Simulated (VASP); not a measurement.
Energy against volume of SrVO3 (cubic perovskite). Level of theory: PBEsol GGA, VASP's PBE PAW potentials (set 64) (plane waves; VASP). Numerical set-up: 520 eV cut-off, 8×8×8 Γ-centred mesh, first-order Methfessel-Paxton smearing of 0.10 eV, potentials Sr_sv V_sv O.

```csv
V (Å³/atom),E (eV/atom)
10.443,-8.24797
10.776,-8.26971
11.110,-8.27670
11.443,-8.27119
```

Task: Fit these four points and predict the energy of the run at 11.776 Å³/atom.

Result: A cubic in V^(−2/3), the third-order Birch-Murnaghan form, passes through the four points with V0 = 11.12 Å³/atom and B0 = 199 GPa, and gives -8.2551 eV/atom there. The run gave -8.2550 eV/atom, +0.1 meV/atom from the fit; all five points give B0 = 199 GPa.

The compound is SrVO3 in the cubic perovskite structure. It was relaxed first. The run is not spin-polarised, so no magnetic state was tried.
